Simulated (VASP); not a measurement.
Given:

```
CELL_PARAMETERS angstrom
      0.00000     3.22317     3.22317
      3.22317     0.00000     3.22317
      3.22317     3.22317     0.00000
ATOMIC_POSITIONS crystal
  Na 0.00000 0.00000 0.00000
  I  0.50000 0.50000 0.50000
```

Level of theory: r2SCAN meta-GGA, VASP's PBE PAW potentials (set 64) (plane waves; VASP 6.6.1). Settings: 400 eV cut-off, 9×9×9 Γ-centred mesh, Gaussian smearing of 0.010 eV, potentials Na_pv I.

Unless said otherwise, spin-orbit coupling is left out, though it shifts the bands of the heavy elements here.

Q: What does the run give for the energy per atom (σ→0), band gap (on the k-mesh) with the smallest direct gap where there is one?

A: 
```json
{
 "band gap (on the k-mesh)": "4.48 eV",
 "smallest direct gap (on the k-mesh)": "4.48 eV",
 "energy per atom (σ→0)": "-1499.8 kJ/mol of atoms"
}
```

The absolute energy has meaning only against runs of the same code, potentials and settings.

The compound is NaI in the rock salt structure. It was relaxed first.
